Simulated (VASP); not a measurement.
An input for Quantum ESPRESSO's pw.x (written as the equivalent of a VASP run, and not itself run):

```
&CONTROL
  calculation = 'scf'
  pseudo_dir = './pseudo'
  outdir = './out'
  tprnfor = .true.
  tstress = .true.
/
&SYSTEM
  ibrav = 0
  nat = 2
  ntyp = 1
  ecutwfc = 96
  occupations = 'smearing'
  smearing = 'fermi-dirac'
  degauss = 0.009996
  input_dft = 'pbe'
  nspin = 2
  starting_magnetization(1) = 0.2
/
&ELECTRONS
  conv_thr = 7.3e-08
  electron_maxstep = 100
/
ATOMIC_SPECIES
  Co 58.933 Co.upf
CELL_PARAMETERS angstrom
     1.2299000   -2.1302490    0.0000000
     1.2299000    2.1302490    0.0000000
     0.0000000    0.0000000    3.9886000
ATOMIC_POSITIONS crystal
  Co   0.3333330  0.6666670  0.2500000
  Co   0.6666670  0.3333330  0.7500000
K_POINTS automatic
  13 13 7 0 0 0
```

Problem. Translate this input to VASP (INCAR, KPOINTS, POSCAR, choice of POTCAR).

Solution. This is not unique; one that fits is 
### KPOINTS
```
Automatic mesh
0
Gamma
13 13 7
0 0 0
```

### POSCAR
```
Co
3.98860
  0.3083538084  -0.5340843905   0.0000000000
  0.3083538084   0.5340843905   0.0000000000
  0.0000000000   0.0000000000   1.0000000000
Co
2
Cartesian
  0.3083538084   0.1780284862   0.2500000000
  0.3083538084  -0.1780284862   0.7500000000
```

### INCAR
```
! general
SYSTEM  = Co
PREC    = Accurate
ENCUT   = 300
LREAL   = .FALSE.
LASPH   = .TRUE.

! electronic loop
EDIFF   = 1E-6
NELM    = 100
ALGO    = Normal
LMAXMIX = 4

! smearing
ISMEAR  = -1
SIGMA   = 0.136

! functional
GGA     = PE

! spin
ISPIN   = 2
MAGMOM  = 2*2.0

! ions
ISIF    = 2

! output
LWAVE   = .FALSE.
LCHARG  = .FALSE.
LORBIT  = 11
```

POTCAR, in this order: Co (PBE.64 set). Program: vasp_std.

Limits of the translation: the potentials are each code's own (VASP's PAW set, PseudoDojo norm-conserving files in pw.x), so ENCUT and ecutwfc are chosen apart and not converted; conv_thr bounds pw.x's estimated SCF error, while EDIFF bounds the energy change between steps; starting_magnetization is a fraction of the valence charge and MAGMOM a moment in μB, so they match only roughly.

The structure is a typed Co crystal (P6_3/mmc). The cell was not relaxed at this level, and its volume differs by -5.9 % from the start's.
